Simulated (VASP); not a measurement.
Data:

```xyz
2
Lattice="3.4600 0.0000 0.0000 -1.7300 2.9964 0.0000 0.0000 0.0000 5.5200" Properties=species:S:1:pos:R:3 pbc="T T T"
Tl     1.7300     0.9988     4.1400
Tl     0.0000     1.9976     1.3800
```

Method: PBE GGA, VASP's PBE PAW potentials (set 64) (plane waves; VASP). Settings: 480 eV cut-off, 11×11×6 Γ-centred mesh, first-order Methfessel-Paxton smearing of 0.10 eV, potentials Tl_d.

Energy and stress use the plane-wave basis of the starting cell.

### Question
The ions, cell shape and volume are relaxed. Predict the relaxed structure.

### Answer

```xyz
2
Lattice="3.5950 0.0000 0.0000 -1.7975 3.1134 0.0000 0.0000 0.0000 5.6302" Properties=species:S:1:pos:R:3 pbc="T T T"
Tl     1.7975     1.0378     4.2227
Tl     0.0000     2.0756     1.4076
```
Space group P6_3/mmc (194), at a tolerance of 0.03 Å.

### Question
How do energy and volume change from the first to the last step?

### Answer
The energy (σ→0) changes by -25.2 meV/atom and the volume by +10.1 %, in 7 ionic steps.

The compound is Tl in the hcp structure. This run relaxes it. Symmetry was kept, so distortions that lower it aren't found.
